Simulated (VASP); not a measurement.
```
CELL_PARAMETERS angstrom
      0.00000     2.76389     2.76389
      2.76389     0.00000     2.76389
      2.76389     2.76389     0.00000
ATOMIC_POSITIONS crystal
  Sn 0.00000 0.00000 0.00000
  Se 0.50000 0.50000 0.50000
```

Computed with PBEsol GGA, VASP's PBE PAW potentials (set 64) (plane waves; VASP). Run with 500 eV cut-off, 8×8×8 Γ-centred mesh, Gaussian smearing of 0.050 eV, potentials Sn_d Se.

Energy and stress use the plane-wave basis of the starting cell.

Problem. The ions, cell shape and volume at an external pressure of 30.0 GPa are relaxed. Give the cell that the relaxation ends in.

Solution. 
```
CELL_PARAMETERS angstrom
      0.00000     2.70225     2.70225
      2.70225     0.00000     2.70225
      2.70225     2.70225     0.00000
ATOMIC_POSITIONS crystal
  Sn 0.00000 0.00000 0.00000
  Se 0.50000 0.50000 0.50000
```
Space group Fm-3m (225), at a tolerance of 0.03 Å.

Problem. How do energy and volume change from the first to the last step?

Solution. The energy (σ→0) changes by +213.0 meV/atom and the volume by -6.5 %, in 4 ionic steps.

```tsv
step	E(σ→0) (eV)	max force (eV/Å)	pressure (GPa)	volume (Å³)
1	-8.4541	0.000	19.91	42.23
2	-6.7467	0.000	57.74	34.61
3	-8.0386	0.000	29.73	39.52
4	-8.0282	0.000	29.98	39.46
```

The structure was generated: SnSe was put into the rock salt type (Fm-3m), which need not be its known phase. This run relaxes it under an external pressure of 30 GPa. Symmetry was kept, so distortions that lower it aren't found.
